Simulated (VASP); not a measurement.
An input for Quantum ESPRESSO's pw.x (written as the equivalent of a VASP run, and not itself run):

```
&CONTROL
  calculation = 'vc-relax'
  pseudo_dir = './pseudo'
  outdir = './out'
  tprnfor = .true.
  tstress = .true.
  nstep = 40
  forc_conv_thr = 0.00078
/
&SYSTEM
  ibrav = 0
  nat = 4
  ntyp = 1
  ecutwfc = 80
  occupations = 'smearing'
  smearing = 'methfessel-paxton'
  degauss = 0.00735
  input_dft = 'pbesol'
/
&ELECTRONS
  conv_thr = 7.3e-08
  electron_maxstep = 100
/
&IONS
/
&CELL
  press = 200
/
ATOMIC_SPECIES
  Ga 69.723 Ga.upf
CELL_PARAMETERS angstrom
     2.0777939   -3.5835769   -0.0000000
     2.0777939    3.5835769    0.0000000
     0.0000000   -0.0000000    4.1958952
ATOMIC_POSITIONS crystal
  Ga   0.1542402  0.8457598  0.9165182
  Ga   0.3457598  0.6542402  0.4165182
  Ga   0.6542402  0.3457598  0.5834818
  Ga   0.8457598  0.1542402  0.0834818
K_POINTS automatic
  9 9 7 0 0 0
```

### Question
Translate this input to VASP (INCAR, KPOINTS, POSCAR, choice of POTCAR).

### Answer
Several could match; the one computed here: 
File KPOINTS:
```
Automatic mesh
0
Gamma
9 9 7
0 0 0
```

File POSCAR:
```
Ga
1
    2.0777938844    -3.5835769262    -0.0000000000
    2.0777938844     3.5835769262     0.0000000000
    0.0000000000    -0.0000000000     4.1958952190
Ga
4
Direct
  0.1542401757   0.8457598243   0.9165182057
  0.3457598243   0.6542401757   0.4165182057
  0.6542401757   0.3457598243   0.5834817943
  0.8457598243   0.1542401757   0.0834817943
```

INCAR:
```
LCHARG = .FALSE.
IBRION = 2
GGA = PS   # PBEsol
PSTRESS = 200
LWAVE = .FALSE.
ALGO = Normal   # blocked Davidson
ISIF = 3
SYSTEM = Ga
LMAXMIX = 4   # l cut-off of mixed one-centre charges
ISMEAR = 1   # Methfessel-Paxton
PREC = Accurate
SIGMA = 0.1   # width (eV)
LREAL = .FALSE.   # projection in real space or not
LASPH = .TRUE.
NSW = 40   # most ionic steps
NELM = 100   # most electronic steps
ENCUT = 500   # plane-wave cut-off (eV)
EDIFF = 1E-6   # SCF stop (eV)
EDIFFG = -0.02   # ionic stop
```

POTCAR, in this order: Ga_d (PBE.64 set). Program: vasp_std.

What does not carry over: the potentials are each code's own (VASP's PAW set, PseudoDojo norm-conserving files in pw.x), so ENCUT and ecutwfc are chosen apart and not converted; conv_thr bounds pw.x's estimated SCF error, while EDIFF bounds the energy change between steps; forc_conv_thr acts on force components and is met together with etot_conv_thr.

The compound is Ga in the alpha structure. It was relaxed first under an external pressure of 20 GPa.
